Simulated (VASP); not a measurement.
OSZICAR of a VASP run on AlGa₃₅N₃₆:

**OSZICAR**
```
       N       E                     dE             d eps       ncg     rms          rms(c)
DAV:   1     0.200346957941E+04    0.20035E+04   -0.13083E+05   370   0.123E+03
DAV:   2    -0.266540389155E+03   -0.22700E+04   -0.21627E+04   447   0.291E+02
DAV:   3    -0.502752102267E+03   -0.23621E+03   -0.23301E+03   436   0.981E+01
DAV:   4    -0.509941294372E+03   -0.71892E+01   -0.71447E+01   468   0.177E+01
DAV:   5    -0.510109933636E+03   -0.16864E+00   -0.16831E+00   460   0.260E+00    0.538E+01
RMM:   6    -0.432424132906E+03    0.77686E+02   -0.33378E+02   362   0.308E+01    0.216E+01
RMM:   7    -0.436113004031E+03   -0.36889E+01   -0.64609E+01   362   0.141E+01    0.126E+01
RMM:   8    -0.435248070067E+03    0.86493E+00   -0.44713E+00   362   0.452E+00    0.285E+00
RMM:   9    -0.435328118893E+03   -0.80049E-01   -0.90689E-01   370   0.182E+00    0.132E+00
RMM:  10    -0.435360685072E+03   -0.32566E-01   -0.79985E-01   377   0.142E+00    0.986E-01
RMM:  11    -0.435351507203E+03    0.91779E-02   -0.25842E-01   362   0.100E+00    0.444E-01
RMM:  12    -0.435346327514E+03    0.51797E-02   -0.22826E-02   375   0.331E-01    0.199E-01
RMM:  13    -0.435345919127E+03    0.40839E-03   -0.15143E-02   366   0.202E-01    0.642E-02
RMM:  14    -0.435345928316E+03   -0.91891E-05   -0.18526E-03   376   0.886E-02    0.233E-02
RMM:  15    -0.435345968451E+03   -0.40135E-04   -0.57519E-04   406   0.338E-02    0.884E-03
RMM:  16    -0.435345972374E+03   -0.39229E-05   -0.46847E-05   282   0.122E-02
   1 F= -.43534597E+03 E0= -.43534597E+03  d E =-.435346E+03
       N       E                     dE             d eps       ncg     rms          rms(c)
DAV:   1    -0.435575011339E+03   -0.22904E+00   -0.87003E+01   388   0.233E+01    0.230E+00
RMM:   2    -0.435714533123E+03   -0.13952E+00   -0.20356E+00   362   0.314E+00    0.105E+00
RMM:   3    -0.435713641185E+03    0.89194E-03   -0.28807E-01   387   0.113E+00    0.723E-01
RMM:   4    -0.435705033748E+03    0.86074E-02   -0.63565E-02   363   0.519E-01    0.279E-01
RMM:   5    -0.435705886143E+03   -0.85239E-03   -0.20383E-02   415   0.257E-01    0.154E-01
RMM:   6    -0.435706042757E+03   -0.15661E-03   -0.56769E-03   368   0.139E-01    0.998E-02
RMM:   7    -0.435705923037E+03    0.11972E-03   -0.94049E-04   363   0.665E-02    0.400E-02
RMM:   8    -0.435705954668E+03   -0.31631E-04   -0.57545E-04   378   0.426E-02    0.260E-02
RMM:   9    -0.435705947621E+03    0.70472E-05   -0.84054E-05   338   0.192E-02
   2 F= -.43570595E+03 E0= -.43570595E+03  d E =-.359975E+00
       N       E                     dE             d eps       ncg     rms          rms(c)
DAV:   1    -0.435722845162E+03   -0.16890E-01   -0.32220E+00   396   0.441E+00    0.380E-01
RMM:   2    -0.435727131491E+03   -0.42863E-02   -0.65723E-02   362   0.560E-01    0.194E-01
RMM:   3    -0.435726929177E+03    0.20231E-03   -0.90857E-03   384   0.197E-01    0.116E-01
RMM:   4    -0.435726659183E+03    0.26999E-03   -0.24499E-03   362   0.975E-02    0.358E-02
RMM:   5    -0.435726703612E+03   -0.44428E-04   -0.62757E-04   417   0.442E-02    0.245E-02
RMM:   6    -0.435726704621E+03   -0.10097E-05   -0.11855E-04   349   0.207E-02    0.129E-02
RMM:   7    -0.435726704726E+03   -0.10456E-06   -0.20093E-05   226   0.952E-03
   3 F= -.43572670E+03 E0= -.43572670E+03  d E =-.380732E+00
       N       E                     dE             d eps       ncg     rms          rms(c)
DAV:   1    -0.435770141897E+03   -0.43437E-01   -0.13045E+01   388   0.900E+00    0.692E-01
RMM:   2    -0.435784645453E+03   -0.14504E-01   -0.24021E-01   362   0.104E+00    0.322E-01
RMM:   3    -0.435784587854E+03    0.57599E-04   -0.33404E-02   376   0.384E-01    0.227E-01
RMM:   4    -0.435783387427E+03    0.12004E-02   -0.81758E-03   362   0.187E-01    0.740E-02
RMM:   5    -0.435783501231E+03   -0.11380E-03   -0.19721E-03   406   0.866E-02    0.461E-02
RMM:   6    -0.435783518947E+03   -0.17716E-04   -0.55799E-04   374   0.434E-02    0.301E-02
RMM:   7    -0.435783506271E+03    0.12676E-04   -0.97931E-05   347   0.213E-02    0.134E-02
RMM:   8    -0.435783509920E+03   -0.36488E-05   -0.42524E-05   270   0.123E-02
   4 F= -.43578351E+03 E0= -.43578351E+03  d E =-.568052E-01
       N       E                     dE             d eps       ncg     rms          rms(c)
DAV:   1    -0.435783615937E+03   -0.10967E-03   -0.37953E-02   428   0.486E-01    0.367E-02
RMM:   2    -0.435783658613E+03   -0.42676E-04   -0.72454E-04   362   0.574E-02    0.169E-02
RMM:   3    -0.435783659063E+03   -0.45046E-06   -0.10560E-04   339   0.212E-02    0.120E-02
RMM:   4    -0.435783655198E+03    0.38649E-05   -0.24843E-05   232   0.103E-02
   5 F= -.43578366E+03 E0= -.43578366E+03  d E =-.569505E-01
       N       E                     dE             d eps       ncg     rms          rms(c)
DAV:   1    -0.435795241764E+03   -0.11583E-01   -0.36104E+00   372   0.486E+00    0.333E-01
RMM:   2    -0.435799996187E+03   -0.47544E-02   -0.64460E-02   362   0.546E-01    0.152E-01
RMM:   3    -0.435800448679E+03   -0.45249E-03   -0.10438E-02   393   0.205E-01    0.118E-01
RMM:   4    -0.435800097205E+03    0.35147E-03   -0.20045E-03   362   0.969E-02    0.361E-02
RMM:   5    -0.435800109016E+03   -0.11811E-04   -0.45732E-04   400   0.439E-02    0.253E-02
RMM:   6    -0.435800109229E+03   -0.21345E-06   -0.25196E-04   375   0.274E-02    0.178E-02
RMM:   7    -0.435800101768E+03    0.74613E-05   -0.47237E-05   282   0.147E-02
   6 F= -.43580010E+03 E0= -.43580010E+03  d E =-.164466E-01
       N       E                     dE             d eps       ncg     rms          rms(c)
DAV:   1    -0.435800558921E+03   -0.44969E-03   -0.29616E-01   404   0.139E+00    0.963E-02
RMM:   2    -0.435800945660E+03   -0.38674E-03   -0.53747E-03   362   0.157E-01    0.434E-02
RMM:   3    -0.435800986650E+03   -0.40990E-04   -0.89843E-04   397   0.596E-02    0.340E-02
RMM:   4    -0.435800957649E+03    0.29001E-04   -0.16281E-04   363   0.277E-02    0.109E-02
RMM:   5    -0.435800958091E+03   -0.44188E-06   -0.36769E-05   254   0.130E-02
   7 F= -.43580096E+03 E0= -.43580096E+03  d E =-.173029E-01
       N       E                     dE             d eps       ncg     rms          rms(c)
DAV:   1    -0.435803552305E+03   -0.25947E-02   -0.11259E+00   372   0.271E+00    0.190E-01
RMM:   2    -0.435804968507E+03   -0.14162E-02   -0.19118E-02   362   0.300E-01    0.841E-02
RMM:   3    -0.435805060710E+03   -0.92203E-04   -0.29426E-03   387   0.113E-01    0.622E-02
RMM:   4    -0.435804965570E+03    0.95140E-04   -0.57046E-04   362   0.514E-02    0.194E-02
RMM:   5    -0.435804974605E+03   -0.90351E-05   -0.16198E-04   404   0.244E-02    0.108E-02
RMM:   6    -0.435804974946E+03   -0.34132E-06   -0.34341E-05   267   0.117E-02
   8 F= -.43580497E+03 E0= -.43580497E+03  d E =-.401685E-02
       N       E                     dE             d eps       ncg     rms          rms(c)
DAV:   1    -0.435804981982E+03   -0.73770E-05   -0.61719E-03   420   0.201E-01    0.146E-02
RMM:   2    -0.435804990219E+03   -0.82375E-05   -0.10436E-04   344   0.223E-02    0.655E-03
RMM:   3    -0.435804990986E+03   -0.76673E-06   -0.16199E-05   226   0.869E-03    0.464E-03
RMM:   4    -0.435804990787E+03    0.19879E-06   -0.37559E-06   216   0.400E-03
   9 F= -.43580499E+03 E0= -.43580499E+03  d E =-.403270E-02
       N       E                     dE             d eps       ncg     rms          rms(c)
DAV:   1    -0.435806014149E+03   -0.10232E-02   -0.29105E-01   372   0.138E+00    0.102E-01
RMM:   2    -0.435806398261E+03   -0.38411E-03   -0.53936E-03   362   0.163E-01    0.490E-02
RMM:   3    -0.435806429230E+03   -0.30969E-04   -0.87919E-04   394   0.608E-02    0.359E-02
RMM:   4    -0.435806399760E+03    0.29470E-04   -0.18634E-04   363   0.291E-02    0.114E-02
RMM:   5    -0.435806400580E+03   -0.81955E-06   -0.40306E-05   260   0.131E-02
  10 F= -.43580640E+03 E0= -.43580640E+03  d E =-.140979E-02
```

Which electronic solver shows in the log?

It is blocked Davidson (ALGO = Normal, or the opening steps of other solvers) and then RMM-DIIS (ALGO = Fast or VeryFast). The INCAR had ALGO = Fast.

Can the final energy be trusted as converged?

The calculation finished and met its thresholds. It stopped with EDIFF = 1E-5, NELM = 100, NSW = 60 and EDIFFG = -0.03 after 10 ionic steps (PBE GGA, plane waves, VASP's PBE PAW potentials (set 64)).  The supercell is sampled at Γ alone, which is coarse: total energies, pressure and levels can be off, energies of defects by several tenths of an eV.

The cell is a supercell with a defect, built from GaN (wurtzite): Al_Ga. The run is not spin-polarised, so no state with unpaired spins was tried.
